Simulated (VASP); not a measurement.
Input:

```yaml
crystal:
  lattice:
    - [0.00000, 3.38153, 3.38153]
    - [3.38153, 0.00000, 3.38153]
    - [3.38153, 3.38153, 0.00000]
  atoms:
    - { symbol: Sn, position: [0.00000, 0.00000, 0.00000] }
    - { symbol: Sb, position: [0.75000, 0.75000, 0.75000] }
```

All values below come from PBEsol GGA, VASP's PBE PAW potentials (set 64) (plane waves; VASP). Run with 400 eV cut-off, Gaussian smearing of 0.050 eV, potentials Sn_d Sb.

Unless said otherwise, spin-orbit coupling is left out, though it shifts the bands of the heavy elements here.

Task: What does the run give for the band gap (along the path) with the smallest direct gap where there is one?

Result: 
- band gap (along the path): none (metal, semimetal or under 0.01 eV)

Total energies compare only between runs with the same potentials, cut-off and functional.

The structure comes from a computed database's SnSb entry (F-43m); how it stands against other phases isn't given here. It was relaxed first, which changed the volume by -7 %. The electron count is odd and the run is not spin-polarised, which forces a metal.
